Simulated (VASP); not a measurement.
Write the native input for VASP 6.6.1 that does the following.

* Task: single point
* Functional: PBE
* Dispersion: D3(BJ)
* Potentials or basis: VASP PAW PBE potentials, release 64 (Bi_d, P)
* Cutoff: 520 eV
* k mesh: 4 × 4 × 4
* Occupations: gaussian, width 0.1 eV
* Spin: no spin polarisation
* Dipole correction: no
* Further INCAR settings: ALGO = Normal; EDIFF = 1e-06; NBANDS = 28

The structure of BiP lies in POSCAR:

```
BiP
1.0
    5.0259055805      0.0000000000      0.0000000000
    0.0000000000      5.0259055805      0.0000000000
    0.0000000000      0.0000000000      3.8152622984
Bi P
2 2
Direct
    0.0000000000      0.0000000000      0.0000000000
    0.5000000000      0.5000000000      0.0000000000
    0.0000000000      0.5000000000      0.3517272609
    0.5000000000      0.0000000000      0.6482727391
```

The cell was built by a generator and needn't be a form met in nature.

The cell isn't the ideal one: sheets of the MnSb type stacked, one a cell (P4/nmm, No. 129).

These files were run (other wordings do the same):

INCAR

```
SYSTEM = BiP
PREC = Accurate
ENCUT = 520
EDIFF = 1E-6
ISMEAR = 0
SIGMA = 0.1
LREAL = .FALSE.
LASPH = .TRUE.
NELM = 80
ALGO = Normal
ISIF = 2
LWAVE = .FALSE.
LCHARG = .TRUE.
GGA = PE
IVDW = 12
LELF = .TRUE.
LVHAR = .TRUE.
NBANDS = 28
```

KPOINTS

```
regular mesh
0
G
  4 4 4
  0 0 0
```

Potentials or basis: VASP PAW PBE potentials, release 64 (Bi_d, P).

Command:

```sh
$ cat potpaw_PBE.64/Bi_d/POTCAR potpaw_PBE.64/P/POTCAR > POTCAR
$ mpirun -np 1 vasp_std > vasp.out
```

It gave:

* Pressure: 0.0 GPa
* Band gap on the k mesh: none (metal or under the smearing width)
* Dispersion energy per atom: -0.460 eV

Caveat: the k mesh is coarse (spacing up to 0.41 Å⁻¹), so the values aren't converged; spin-orbit coupling is left out, which moves the levels of the heavy elements; pairwise dispersion overbinds metals, which lowers pressure and volume.

Wall time 26 s on 1 thread of Intel(R) Xeon(R) Platinum 8559C (Emerald Rapids), with other jobs on the host, peak memory 0.21 GiB.
